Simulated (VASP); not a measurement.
Calculation: r2SCAN+rVV10, VASP's PBE PAW potentials (set 64) (plane waves; VASP 6.6.1).

Input for VASP

**INCAR**
```
SYSTEM=Hf
PREC=Accurate; ENCUT=520; LREAL=F
LASPH=T
EDIFF=1E-7; NELM=100; ALGO=Normal
LMAXMIX=6; LMIXTAU=T
ISMEAR=1; SIGMA=0.1
METAGGA=R2SCAN; LUSE_VDW=T; BPARAM=11.95
CPARAM=0.0093
IBRION=2; NSW=30; ISIF=4
EDIFFG=-0.01
LWAVE=F; LCHARG=F
```

### KPOINTS
```
Automatic mesh
0
Gamma
13 13 7
0 0 0
```

### POSCAR
```
Hf
1
    1.6079788970    -2.7851011089     0.0000000000
    1.6079788970     2.7851011089     0.0000000000
    0.0000000000     0.0000000000     5.0807899335
Hf
2
Direct
  0.3333330000   0.6666670000   0.2500000000
  0.6666670000   0.3333330000   0.7500000000
```

POTCAR, in this order: Hf_pv (PBE.64 set). Program: vasp_std.

The resulting files:

### OUTCAR
```
 ion  position               nearest neighbor table
   1  0.333  0.667  0.250-   2 3.15   2 3.15   2 3.15   2 3.15   2 3.15   2 3.15
   2  0.667  0.333  0.750-   1 3.15   1 3.15   1 3.15   1 3.15   1 3.15   1 3.15
  LATTYP: Found a hexagonal cell.
 ALAT       =     3.2159577609
 C/A-ratio  =     1.5798683662
 Subroutine PRICEL returns:
 Original cell was already a primitive cell.
 Subroutine GETGRP returns: Found 24 space group operations
The static configuration has the point symmetry D_3d.
 The point group associated with its full space group is D_6h.
The dynamic configuration has the point symmetry D_3d.
 Subroutine INISYM returns: Found 24 space group operations
 Subroutine IBZKPT returns following result:
 Found     84 irreducible k-points:

 Following reciprocal coordinates:
            Coordinates               Weight
  0.000000  0.000000  0.000000      1.000000
  0.076923  0.000000  0.000000      6.000000
  0.153846  0.000000  0.000000      6.000000
  0.230769  0.000000  0.000000      6.000000
  0.307692  0.000000  0.000000      6.000000
  0.384615  0.000000  0.000000      6.000000
  0.461538  0.000000  0.000000      6.000000
  0.076923  0.076923  0.000000      6.000000
  0.153846  0.076923  0.000000     12.000000
  0.230769  0.076923  0.000000     12.000000
  0.307692  0.076923  0.000000     12.000000
  0.384615  0.076923  0.000000     12.000000
  0.461538  0.076923  0.000000      6.000000
  0.153846  0.153846  0.000000      6.000000
  0.230769  0.153846  0.000000     12.000000
  0.307692  0.153846  0.000000     12.000000
  0.384615  0.153846  0.000000     12.000000
  0.230769  0.230769  0.000000      6.000000
  0.307692  0.230769  0.000000     12.000000
  0.384615  0.230769  0.000000      6.000000
  0.307692  0.307692  0.000000      6.000000
  0.000000  0.000000  0.142857      2.000000
...
```

OSZICAR:
```
       N       E                     dE             d eps       ncg     rms          rms(c)
DAV:   1    -0.262748459664E+02   -0.26275E+02   -0.12254E+04  2368   0.141E+03
DAV:   2    -0.934607263794E+02   -0.67186E+02   -0.66055E+02  2940   0.274E+02
DAV:   3    -0.956656765618E+02   -0.22050E+01   -0.21399E+01  3176   0.320E+01
DAV:   4    -0.956889246946E+02   -0.23248E-01   -0.23232E-01  2820   0.410E+00
DAV:   5    -0.956893148460E+02   -0.39015E-03   -0.39012E-03  3278   0.430E-01    0.707E+01
DAV:   6    -0.905436907640E+02    0.51456E+01   -0.92184E-01  2454   0.960E+00    0.403E+01
DAV:   7    -0.879277840879E+02    0.26159E+01   -0.22720E+00  2586   0.120E+01    0.574E+00
DAV:   8    -0.908923174003E+02   -0.29645E+01   -0.15824E+00  2508   0.984E+00    0.116E+01
DAV:   9    -0.899145375762E+02    0.97778E+00   -0.40909E-01  2400   0.767E+00    0.156E+00
DAV:  10    -0.900887877310E+02   -0.17425E+00   -0.30182E-01  2412   0.678E+00    0.383E+00
DAV:  11    -0.899126249674E+02    0.17616E+00   -0.45431E-02  2532   0.260E+00    0.595E-01
DAV:  12    -0.899366518569E+02   -0.24027E-01   -0.74965E-02  2466   0.324E+00    0.756E-01
DAV:  13    -0.899390180287E+02   -0.23662E-02   -0.26951E-03  3000   0.433E-01    0.213E-01
DAV:  14    -0.899379027586E+02    0.11153E-02   -0.41315E-03  2496   0.446E-01    0.355E-01
DAV:  15    -0.899372703707E+02    0.63239E-03   -0.39277E-04  2838   0.183E-01    0.893E-02
DAV:  16    -0.899373931003E+02   -0.12273E-03   -0.12793E-04  2736   0.131E-01    0.477E-02
DAV:  17    -0.899373911545E+02    0.19458E-05   -0.24816E-05  2826   0.433E-02    0.284E-02
DAV:  18    -0.899374418393E+02   -0.50685E-04   -0.10546E-05  2694   0.395E-02    0.339E-02
DAV:  19    -0.899374154477E+02    0.26392E-04   -0.12256E-05  2556   0.319E-02    0.191E-02
DAV:  20    -0.899374312332E+02   -0.15785E-04   -0.19297E-06  2868   0.148E-02    0.593E-03
DAV:  21    -0.899374304558E+02    0.77738E-06   -0.18079E-06  2616   0.111E-02    0.386E-03
DAV:  22    -0.899374303444E+02    0.11135E-06   -0.49832E-07  2580   0.556E-03    0.144E-03
DAV:  23    -0.899374288647E+02    0.14797E-05   -0.26980E-08  1470   0.193E-03    0.489E-04
DAV:  24    -0.899374300998E+02   -0.12351E-05   -0.25321E-08  1368   0.179E-03    0.111E-03
DAV:  25    -0.899374296087E+02    0.49114E-06   -0.64723E-09  1410   0.724E-04    0.304E-04
DAV:  26    -0.899374296964E+02   -0.87676E-07   -0.58662E-10  1392   0.231E-04
   1 F= -.89937430E+02 E0= -.89937359E+02  d E =-.899374E+02
       N       E                     dE             d eps       ncg     rms          rms(c)
DAV:   1    -0.899382440418E+02   -0.81443E-03   -0.54212E-02  2364   0.199E+00    0.230E-01
DAV:   2    -0.899376023003E+02    0.64174E-03   -0.10415E-03  3144   0.258E-01    0.970E-02
DAV:   3    -0.899376592439E+02   -0.56944E-04   -0.11040E-04  2928   0.102E-01    0.622E-02
DAV:   4    -0.899375934113E+02    0.65833E-04   -0.19145E-04  3218   0.940E-02    0.453E-02
DAV:   5    -0.899376131555E+02   -0.19744E-04   -0.49033E-05  2828   0.593E-02    0.249E-02
DAV:   6    -0.899376139523E+02   -0.79671E-06   -0.15948E-06  2766   0.117E-02    0.160E-02
DAV:   7    -0.899376131904E+02    0.76188E-06   -0.10947E-07  1776   0.299E-03    0.127E-03
DAV:   8    -0.899376138480E+02   -0.65763E-06   -0.45080E-08  1452   0.253E-03    0.132E-03
DAV:   9    -0.899376134073E+02    0.44071E-06   -0.72985E-09  1374   0.828E-04    0.358E-04
DAV:  10    -0.899376137589E+02   -0.35160E-06   -0.44764E-09  1362   0.742E-04    0.185E-04
DAV:  11    -0.899376135876E+02    0.17134E-06   -0.12316E-09  1362   0.314E-04    0.129E-04
DAV:  12    -0.899376135849E+02    0.26635E-08   -0.33974E-10  1356   0.132E-04
   2 F= -.89937614E+02 E0= -.89937557E+02  d E =-.183889E-03
```

OUTCAR:
```
------------------------ aborting loop because EDIFF is reached ----------------------------------------
  FORCE on cell =-STRESS in cart. coord.  units (eV):
  Direction    XX          YY          ZZ          XY          YZ          ZX
  --------------------------------------------------------------------------------------
  Total       -0.9314807     -0.9314807     -0.9317022      0.0000000      0.0000000     -0.0000000
  in kB      -32.7945670    -32.7945661    -32.8023638      0.0000000      0.0000000     -0.0000000
  external PRESSURE =     -32.7971656 kB  Pullay stress =       0.0000000 kB
  volume of cell :       45.51
      direct lattice vectors                 reciprocal lattice vectors
     1.609934763 -2.788488770  0.000000000     0.310571591 -0.179308594  0.000000000
     1.609934763  2.788488770 -0.000000000     0.310571591  0.179308594  0.000000000
    -0.000000000  0.000000000  5.068452402     0.000000000  0.000000000  0.197298884
 POSITION                                       TOTAL-FORCE (eV/Angst)
 -----------------------------------------------------------------------------------
      1.60993      0.92950      1.26711        -0.000000      0.000000      0.000000
      1.60993     -0.92950      3.80134         0.000000     -0.000000      0.000000
 -----------------------------------------------------------------------------------
    total drift:                               -0.000000      0.000187     -0.000015
  FREE ENERGIE OF THE ION-ELECTRON SYSTEM (eV)
  ---------------------------------------------------
  free  energy   TOTEN  =       -89.9376135849 eV

  energy  without entropy=      -89.9374443193  energy(sigma->0) =      -89.93755716

 reached required accuracy - stopping structural energy minimisation
```
(Selected blocks of OUTCAR.)

### CONTCAR
```
Hf
   1.00000000000000
     1.6099347630415681   -2.7884887698378775    0.0000000000000000
     1.6099347630415681    2.7884887698378775   -0.0000000000000000
    -0.0000000000000000    0.0000000000000000    5.0684524018191492
  Hf
     2
Direct
     0.3333330000000032    0.6666669999999968    0.2500000000000000
     0.6666669999999968    0.3333330000000032    0.7500000000000000
```

OUTCAR:
```
 val. band max:        4.6920844571   @ k =   0.0000   0.0000   0.4286

 cond. band min:       4.7150760188   @ k =   0.2308   0.2308   0.4286


 Fermi energy:         4.6985499066

 k-point     1 :       0.0000    0.0000    0.0000
  band No.  band energies     occupation
      1     -27.5476      2.00000
      2     -26.8158      2.00000
      3     -26.8158      2.00000
      4     -26.6923      2.00000
      5     -26.6901      2.00000
      6     -26.6901      2.00000
      7      -3.0042      2.00000
      8       0.9176      2.00000
      9       5.0829     -0.00000
     10       6.0232     -0.00000
     11       6.0232     -0.00000
     12       6.3761     -0.00000
     13       6.8905      0.00000
     14       6.8905      0.00000

 k-point     2 :       0.0769    0.0000    0.0000
  band No.  band energies     occupation
      1     -27.5325      2.00000
      2     -26.8472      2.00000
      3     -26.8265      2.00000
      4     -26.7232      2.00000
      5     -26.6993      2.00000
      6     -26.6941      2.00000
      7      -2.8230      2.00000
      8       1.0925      2.00000
      9       4.8753     -0.03146
     10       5.5683     -0.00000
     11       6.1932     -0.00000
     12       6.6551     -0.00000
     13       6.7517      0.00000
     14       7.0511      0.00000

 k-point     3 :       0.1538    0.0000    0.0000
  band No.  band energies     occupation
      1     -27.4889      2.00000
      2     -26.9343      2.00000
      3     -26.8552      2.00000
      4     -26.8130      2.00000
      5     -26.7204      2.00000
      6     -26.7061      2.00000
      7      -2.3006      2.00000
      8       1.5693      2.00000
      9       4.3526      2.00001
     10       4.8827     -0.02576
     11       6.2014     -0.00000
     12       6.6952     -0.00000
     13       6.8458      0.00000
     14       6.9717      0.00000

 k-point     4 :       0.2308    0.0000    0.0000
  band No.  band energies     occupation
...
```

Unless said otherwise, spin-orbit coupling is left out, though it shifts the bands of the heavy elements here.

The compound is Hf in the hcp structure. This cell is one point of a volume scan, at 1.03 of the reference volume. Symmetry was kept, so distortions that lower it aren't found.
